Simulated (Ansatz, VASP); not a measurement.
# Cross-check of MoP2SeS (2H-MoSSe under blue phosphorene, AC) between VASP and Ansatz, part 2 of 2

Aim: how closely do two programs agree when they are given the same cell, functional and k mesh?

VASP 6.6.1 and Ansatz 0.2.0.

So far: Starting point; VASP: band structure, LDA.

### 3. Ansatz: band structure, LDA

Level of this step: Ansatz beside VASP: Kohn-Sham DFT, plane waves, LDA (Ansatz).

Ansatz runs on its default PAW (the set named soft_2) files.

The same cell, functional (in two slightly different forms), mesh and smearing now go to Ansatz, which takes its cutoff from its data sets.

The input, input.yaml:

```yaml
crystal:
  lattice:
    - [3.1946732634, 0.0, 0.0]
    - [-1.5973366317, 2.7666682029, 0.0]
    - [0.0, 0.0, 25.7330713782]
  atoms:
    - { symbol: Se, position: [0.3333333333, 0.6666666667, 0.3452473363] }
    - { symbol: Mo, position: [0.0, 0.0, 0.4108525629] }
    - { symbol: S, position: [0.3333333333, 0.6666666667, 0.4698728894] }
    - { symbol: P, position: [0.3333333333, 0.6666666667, 0.614738854] }
    - { symbol: P, position: [0.0, 0.0, 0.6629785953] }
hamiltonian:
  xc: lda
  pseudopotentials: { kind: paw }
kpoints:
  mp_grid: { grid: [12, 12, 1] }
  band_path:
    path:
      - [0.0, 0.0, 0.0]
      - [0.03846, 0.0, 0.0]
      - [0.07692, 0.0, 0.0]
      - [0.15385, 0.0, 0.0]
      - [0.19231, 0.0, 0.0]
      - [0.26923, 0.0, 0.0]
      - [0.30769, 0.0, 0.0]
      - [0.34615, 0.0, 0.0]
      - [0.42308, 0.0, 0.0]
      - [0.46154, 0.0, 0.0]
      - [0.5, 0.0, 0.0]
      - [0.48718, 0.02564, 0.0]
      - [0.47436, 0.05128, 0.0]
      - [0.44872, 0.10256, 0.0]
      - [0.4359, 0.12821, 0.0]
      - [0.41026, 0.17949, 0.0]
      - [0.39744, 0.20513, 0.0]
      - [0.37179, 0.25641, 0.0]
      - [0.35897, 0.28205, 0.0]
      - [0.34615, 0.30769, 0.0]
      - [0.33333, 0.33333, 0.0]
      - [0.30769, 0.30769, 0.0]
      - [0.25641, 0.25641, 0.0]
      - [0.23077, 0.23077, 0.0]
      - [0.20513, 0.20513, 0.0]
      - [0.15385, 0.15385, 0.0]
      - [0.12821, 0.12821, 0.0]
      - [0.07692, 0.07692, 0.0]
      - [0.05128, 0.05128, 0.0]
      - [0.0, 0.0, 0.0]
    npoints: 1
scf:
  occupations: { method: fermi_dirac, width: 0.05 }
  n_extra_bands: 8
efield:
  axis: 3
  dipole_correction: true
  ramp_width: 0.04
output:
  forces: true
  eigenvalues: true
```

On the command line:

```
> ansatz run input.yaml --threads 2 --pin off --max-ram 4608MiB --backend cpu --events-out ev --progress --plain --runs-dir out
```

Numbers of over 12 decimals in the logs are rounded to 6 here.

Log:

```text
scf.n_extra_bands = 8 over 23 filled bands (N_el = 46.0): the run solves 31 bands
Engine: ansatz 0.2.0, aarch64-unknown-linux-gnu
Pseudopotentials: kind: paw
Pseudopotential: Se, paw, valence charge 16, recommended cutoff 420 eV (normal), Se.paw.azcp
Pseudopotential: Mo, paw, valence charge 14, recommended cutoff 420 eV (normal), Mo.paw.azcp
Pseudopotential: S, paw, valence charge 6, recommended cutoff 420 eV (normal), S.paw.azcp
Pseudopotential: P, paw, valence charge 5, recommended cutoff 420 eV (normal), P.paw.azcp
Functional definition: SPW92
  exchange = slater_x
  correlation = pw_c
Crystal: 5 atoms, lattice volume = 227.444 Å³
Basis set: ecut = 420 eV, 4479 PW (Γ)
Bands: 31, of which v1, the nominal top of the filled ones, is band 23 counted from 1 (22 counted from 0)
Symmetry: 6 space group operations
Space group: P3m1 (ITA 156), of the structure as read, at distance tolerance 6.1e-5 Å
k-points: 19 of 144 (time reversal used)
Non-local potential: Se, projectors of the file, l = 0: 2, l = 1: 2, l = 2: 3, l = 3: 1
Non-local potential: Mo, projectors of the file, l = 0: 3, l = 1: 2, l = 2: 2, l = 3: 1
Non-local potential: S, projectors of the file, l = 0: 2, l = 1: 2, l = 2: 2
Non-local potential: P, projectors of the file, l = 0: 2, l = 1: 2, l = 2: 2
PAW form: soft (Blöchl's): semilocal exchange-correlation on the pseudo side does not see the compensation charge
PAW frozen core: Se, regenerated for the run's functional, and the local potential with it (the file was generated under x = pbe(κ = 0.804, μ = 0.219515), c = pbe(β = 0.066725))
PAW frozen core: Mo, regenerated for the run's functional, and the local potential with it (the file was generated under x = pbe(κ = 0.804, μ = 0.219515), c = pbe(β = 0.066725))
PAW frozen core: S, regenerated for the run's functional, and the local potential with it (the file was generated under x = pbe(κ = 0.804, μ = 0.219515), c = pbe(β = 0.066725))
PAW frozen core: P, regenerated for the run's functional, and the local potential with it (the file was generated under x = pbe(κ = 0.804, μ = 0.219515), c = pbe(β = 0.066725))
PAW one-centre angular grid: Se, 590 points (default); XC on 64 Gauss nodes
PAW one-centre angular grid: Mo, 590 points (default); XC on 64 Gauss nodes
PAW one-centre angular grid: S, 110 points (default); XC on 64 Gauss nodes
PAW one-centre angular grid: P, 110 points (default); XC on 64 Gauss nodes
Initial density: superposition of atomic densities (neutral atoms: chi_scale 0, normalization atom), corrected by the library's trained network
Initial wavefunctions: pseudopotential atomic-orbital guess
Functional: x = slater, c = lda
SCF iter   1: F=—  HF=-12549.850327 eV  |F-HF|=—  |Δ(HF+E_count)|=         —  Δρ=5.52e-3  dr2=3.33e-1  ethr=1.77e-3  p=-0.058 e·Å  D=-4.63e-2 V/Å  ΔV_dip=1.19 eV  dr2_dipole=6.30e-2  V_vac-E_F(+/−)=5.42/4.23 eV  ⟨swp⟩=10.7  Hψ=3560  notcnv=0  defer=2
efield: sawtooth ramp at fractional position 0.9841 (placed from the atoms, in the widest stretch of the axis that holds none; the zero of the levels goes with the place), width 0.0400; the density the first Hamiltonian is built on has a dipole p = -0.058 e·Å; the dipole correction subtracts the counter field D = -4.63e-2 V/Å, which shifts the + side's vacuum level by +1.19 eV against the − side's; the planar-averaged density in the ramp window peaks in size at 1.8e-5 e/Å³
preconditioner: auto → none  [insulator: Δε(μ)=1.347 eV  Ē_g=9.020 eV  σ=0.050 eV  W_gap=1.00  n_scr=16 (ndim 8)  ℏωp=13.0 eV  f_vac=0.545  D(μ)=0.00/eV (n_scr^D=0)  ε∞_Penn≈3.1]
SCF iter   2: F=—  HF=-12550.582729 eV  |F-HF|=—  |Δ(HF+E_count)|=   7.32e-1  Δρ=1.63e-2  dr2=1.00e1  ethr=7.25e-4  p=0.141 e·Å  D=1.12e-1 V/Å  ΔV_dip=-2.88 eV  dr2_dipole=3.34e0  V_vac-E_F(+/−)=4.40/7.28 eV  ⟨swp⟩=4.2  Hψ=1302  notcnv=0  defer=42  recentre
preconditioner: auto → LDOS  [metal: Δε(μ)=0.044 eV  Ē_g=8.862 eV  σ=0.050 eV  W_gap=0.21  n_scr=16 (ndim 8)  ℏωp=13.0 eV  f_vac=0.543  D(μ)=2.80/eV (n_scr^D=12)  β→1.0]
SCF iter   3: F=—  HF=-12549.827112 eV  |F-HF|=—  |Δ(HF+E_count)|=   7.56e-1  Δρ=3.47e-3  dr2=8.42e-2  ethr=7.25e-4  p=-0.045 e·Å  D=-3.57e-2 V/Å  ΔV_dip=0.92 eV  dr2_dipole=1.67e-2  V_vac-E_F(+/−)=5.35/4.43 eV  ⟨swp⟩=3.8  Hψ=1185  notcnv=0  defer=14
SCF iter   4: F=—  HF=-12549.830908 eV  |F-HF|=—  |Δ(HF+E_count)|=   3.80e-3  Δρ=2.01e-3  dr2=7.64e-2  ethr=1.83e-4  p=-0.004 e·Å  D=-2.85e-3 V/Å  ΔV_dip=0.07 eV  dr2_dipole=3.93e-3  V_vac-E_F(+/−)=4.91/4.84 eV  ⟨swp⟩=2.9  Hψ=909  notcnv=0  defer=26
SCF iter   5: F=—  HF=-12549.821186 eV  |F-HF|=—  |Δ(HF+E_count)|=   9.72e-3  Δρ=8.71e-4  dr2=7.07e-3  ethr=1.66e-4  p=-0.026 e·Å  D=-2.04e-2 V/Å  ΔV_dip=0.52 eV  dr2_dipole=2.28e-4  V_vac-E_F(+/−)=5.26/4.74 eV  ⟨swp⟩=2.9  Hψ=829  notcnv=0  defer=27
SCF iter   6: F=—  HF=-12549.819891 eV  |F-HF|=—  |Δ(HF+E_count)|=   1.29e-3  Δρ=3.83e-4  dr2=7.76e-4  ethr=1.54e-5  p=-0.023 e·Å  D=-1.82e-2 V/Å  ΔV_dip=0.47 eV  dr2_dipole=1.64e-4  V_vac-E_F(+/−)=5.20/4.73 eV  ⟨swp⟩=1.7  Hψ=745  notcnv=0  defer=26
SCF iter   7: F=—  HF=-12549.819749 eV  |F-HF|=—  |Δ(HF+E_count)|=   1.43e-4  Δρ=3.23e-4  dr2=9.42e-4  ethr=1.69e-6  p=-0.030 e·Å  D=-2.37e-2 V/Å  ΔV_dip=0.61 eV  dr2_dipole=2.04e-6  V_vac-E_F(+/−)=5.27/4.66 eV  ⟨swp⟩=3.5  Hψ=1269  notcnv=0  defer=26
SCF iter   8: F=—  HF=-12549.819680 eV  |F-HF|=—  |Δ(HF+E_count)|=   6.89e-5  Δρ=2.74e-4  dr2=4.75e-4  ethr=1.69e-6  p=-0.029 e·Å  D=-2.33e-2 V/Å  ΔV_dip=0.60 eV  dr2_dipole=5.11e-6  V_vac-E_F(+/−)=5.25/4.65 eV  ⟨swp⟩=2.0  Hψ=745  notcnv=0  defer=26
SCF iter   9: F=—  HF=-12549.819623 eV  |F-HF|=—  |Δ(HF+E_count)|=   5.69e-5  Δρ=1.14e-4  dr2=7.72e-5  ethr=1.03e-6  p=-0.029 e·Å  D=-2.29e-2 V/Å  ΔV_dip=0.59 eV  dr2_dipole=4.69e-8  V_vac-E_F(+/−)=5.25/4.66 eV  ⟨swp⟩=1.1  Hψ=562  notcnv=0  defer=26
SCF iter  10: F=—  HF=-12549.819546 eV  |F-HF|=—  |Δ(HF+E_count)|=   7.69e-5  Δρ=1.18e-5  dr2=4.85e-7  ethr=1.68e-7  p=-0.029 e·Å  D=-2.29e-2 V/Å  ΔV_dip=0.59 eV  dr2_dipole=7.27e-9  V_vac-E_F(+/−)=5.25/4.67 eV  ⟨swp⟩=2.0  Hψ=688  notcnv=0  defer=26
SCF iter  11: F=—  HF=-12549.819547 eV  |F-HF|=—  |Δ(HF+E_count)|=   3.62e-7  Δρ=6.38e-6  dr2=1.28e-7  ethr=1.05e-9  p=-0.029 e·Å  D=-2.29e-2 V/Å  ΔV_dip=0.59 eV  dr2_dipole=4.17e-10  V_vac-E_F(+/−)=5.25/4.67 eV  ⟨swp⟩=2.6  Hψ=1036  notcnv=0  defer=26
SCF iter  12: F=-12549.819546 eV  HF=-12549.819547 eV  |F-HF|=6.82e-8  |Δ(HF+E_count)|=   9.24e-9  Δρ=2.59e-6  dr2=6.10e-8  ethr=2.17e-10  p=-0.029 e·Å  D=-2.29e-2 V/Å  ΔV_dip=0.59 eV  dr2_dipole=9.08e-9  V_vac-E_F(+/−)=5.25/4.67 eV  ⟨swp⟩=13.7  Hψ=2913  notcnv=0
SCF 1 converged in 12 iterations: F = -12549.819546 eV  dr2 = 6.10e-8
  greatest PAW one-centre occupation: 1.000 electrons in one spin orbital (limit 2), on the Se atom at site 0 (counted from 0), in its partial waves of l = 2
NSCF: frozen V_eff on 30 k-points
efield: sawtooth ramp at fractional position 0.9841 (kept from the solve that this one continues, or follows in the run), width 0.0400; the density the first Hamiltonian is built on has a dipole p = -0.029 e·Å; the dipole correction subtracts the counter field D = -2.29e-2 V/Å, which shifts the + side's vacuum level by +0.59 eV against the − side's; the planar-averaged density in the ramp window peaks in size at 8.0e-6 e/Å³
SCF converged after 12 iterations
Free energy (F): -12549.819546 eV
Harris-Foulkes:  -12549.819547 eV  (|F-HF|=6.82e-8)
Internal energy: -12549.819546 eV  (E = F + TS)
E sigma→0 (E₀):  -12549.819546 eV
Entropy (-TS):   -0.000000 eV (-0.000 meV/atom)
Fermi energy:    1.248831 eV
Dipole field:    D = -0.022994 V/Å  (p = -0.028902 e·Å, saw-weighted, corrected)
Work function:   Φ+ = 5.2560 eV   Φ− = 4.6643 eV
Levels:          The Fermi level and band energies are counted from a zero that moves with the ramp; work functions are not
--- Per-component energies (eV) ---
  E_band       = -933.117172
  E_kinetic    = 812.072195
  E_local      = -42847.696131  (includes V_loc(G=0)·N_el)
  E_nonlocal   = -340.827764
  E_hartree    = 20969.541810
  E_xc         = -505.742793
  E_vxc        = -538.087248  (∫ρ·V_xc dr)
  E_paw        = -6565.349086  (= ΣΔE_a)
  E_vpaw       = 43.912030  (= ΣTr[D̂ρ^β])
  E_aug_tail   = -0.000583  (compensation charges beyond the density's cutoff)
  E_efield     = 0.000332  (sawtooth field / dipole correction)
  E_vefield    = -1.600211  (∫n·V_field dr)
  E_ewald      = 15925.104395
  E_core_change = 3.078079  (= ΣΔE_core)
  E_smearing   = -0.000000  (= −TS)
  E_closure    = 0.000000  (closes the sum)
  Σ components = -12549.819546   (vs F -12549.819546, Δ=0.00e0)
--- Forces (eV/Å), atoms counted from 1 ---
  atom   1  Se     0.00000000    -0.00000000     0.05000418
  atom   2  Mo     0.00000000    -0.00000000     0.02196822
  atom   3  S     -0.00000000    -0.00000000    -0.07299392
  atom   4  P      0.00000000     0.00000000    -0.07947385
  atom   5  P      0.00000000    -0.00000000     0.08036815
  max |Σ_I F_I| component: 1.27e-4 eV/Å
--- Band table (eV; the first three rows and the last of 19) ---
  k-point 0: bands = [... 19 lower, -0.5673, 0.2297, 0.2297, 0.5202, 3.3582, 3.3582, 3.7343, 3.7343, ... 4 higher]
  k-point 1: bands = [... 19 lower, -0.7143, -0.4792, -0.0483, 0.4989, 3.1606, 3.3083, 3.4597, 3.6571, ... 4 higher]
  k-point 2: bands = [... 19 lower, -0.7862, -0.6375, -0.3518, 0.3394, 2.6005, 3.0547, 3.2056, 3.2577, ... 4 higher]
  k-point 18: bands = [... 19 lower, -1.9081, -1.6172, -1.4481, 0.3732, 2.0474, 2.0858, 3.2404, 3.8862, ... 4 higher]
```

Run time: 24 s. Hardware: 2 threads of Arm Neoverse N1, shared host; peak memory 0.48 GiB; 47 s of CPU time.

### 4. Differences

Known differences besides the potentials themselves: the two LDA forms differ slightly; the data sets hold 46 valence electrons in Ansatz (default PAW (the set named soft_2) files) and 28 in VASP; the cutoff is 420 eV in Ansatz and 340 eV in VASP (PREC = Normal); VASP's log shows a relativistic correction to its local exchange, Ansatz's none. Total energies have different zeros and are not compared.

Both answers:

| quantity | Ansatz | VASP | difference |
| --- | --- | --- | --- |
| gap over the path points (eV) | 1.471 | 1.513 | -0.042 |

Levels at points of the path, from each program's valence-band top (eV; 4 filled, then empty):

| k (reciprocal lattice) | Ansatz | VASP |
| --- | --- | --- |
| 0.000 0.000 0.000 | -1.09 -0.29 -0.29 0.00 2.84 2.84 3.21 | -1.08 -0.25 -0.25 0.00 2.88 2.88 3.25 |
| 0.038 0.000 0.000 | -1.06 -0.53 -0.35 0.00 2.79 2.87 3.10 | -1.06 -0.49 -0.32 0.00 2.83 2.91 3.13 |
| 0.077 0.000 0.000 | -1.12 -1.01 -0.53 -0.02 2.67 2.84 2.94 | -1.07 -1.00 -0.49 -0.02 2.70 2.86 2.96 |
| 0.154 0.000 0.000 | -1.28 -1.06 -0.89 -0.14 2.16 2.54 2.74 | -1.27 -1.02 -0.89 -0.14 2.18 2.56 2.76 |
| 0.192 0.000 0.000 | -1.37 -1.35 -0.85 -0.26 1.95 2.43 2.57 | -1.35 -1.31 -0.85 -0.25 1.97 2.46 2.60 |
| 0.269 0.000 0.000 | -1.66 -1.47 -1.01 -0.36 1.73 1.92 2.28 | -1.64 -1.46 -1.01 -0.36 1.76 1.94 2.30 |
| 0.308 0.000 0.000 | -1.79 -1.29 -1.12 -0.44 1.54 1.96 2.18 | -1.78 -1.28 -1.12 -0.43 1.58 1.97 2.19 |
| 0.346 0.000 0.000 | -1.90 -1.16 -1.12 -0.62 1.47 2.07 2.12 | -1.89 -1.16 -1.10 -0.62 1.51 2.07 2.12 |
| 0.423 0.000 0.000 | -2.05 -1.40 -0.88 -0.88 1.55 2.10 2.34 | -2.03 -1.39 -0.88 -0.85 1.60 2.08 2.34 |
| 0.462 0.000 0.000 | -2.11 -1.67 -0.81 -0.79 1.59 2.11 2.46 | -2.09 -1.67 -0.80 -0.79 1.64 2.09 2.45 |

At this near-relaxed geometry the largest component of a force difference is 81 meV/Å. Among the levels compared at these points, filled levels agree within 43 meV and empty ones within 55 meV.

### 5. Other set-ups

Further runs change the set-up of one program: Ansatz's method, potentials or start, or VASP's data sets, cutoff or form of LDA. The table gives Ansatz less VASP for each quantity, since a change that brings one quantity closer may part another.

| run | r.m.s. force difference (meV/Å) | gap over the path points (eV) |
| --- | --- | --- |
| as above | 37 | -0.042 |
| cores kept as stored | 47 | -0.044 |
| Ansatz's larger PAW set (cutoff 640 eV) | 33 | -0.031 |
| norm-conserving potentials (cutoff 1170 eV) | 23 | -0.034 |

### 6. Results

```
r.m.s. force difference (band structure, LDA)                : 37 meV/Å
difference in gap over the path points (band structure, LDA) : -0.042 eV
```

In words: The r.m.s. force difference is 37 meV/Å (band structure, LDA), beyond the 12 meV/Å picked in this series as the mark of a large difference. Band structure, LDA, cores kept as stored: r.m.s. force difference goes from 37 to 47 meV/Å. Band structure, LDA, Ansatz's larger PAW set (cutoff 640 eV): the difference in gap over the path points goes from -0.042 to -0.031 eV. Band structure, LDA, norm-conserving potentials (cutoff 1170 eV): r.m.s. force difference goes from 37 to 23 meV/Å. Such differences can come from data sets, numerical settings and the points named under the comparisons, not from the functional's error against experiment.

[Lines on the potential files, build, host, timing and source positions are cut from VASP's logs without a mark.]

[Logs are printed without paths, hosts, clocks, repeated set-up lines and the standing remarks that a program may print on its own settings, such as how far it seeks lower states.]

[Hosts, paths, dates, database ids (printed as entryN), source tags and the programs' standing remarks are cut or masked in the printed files.]
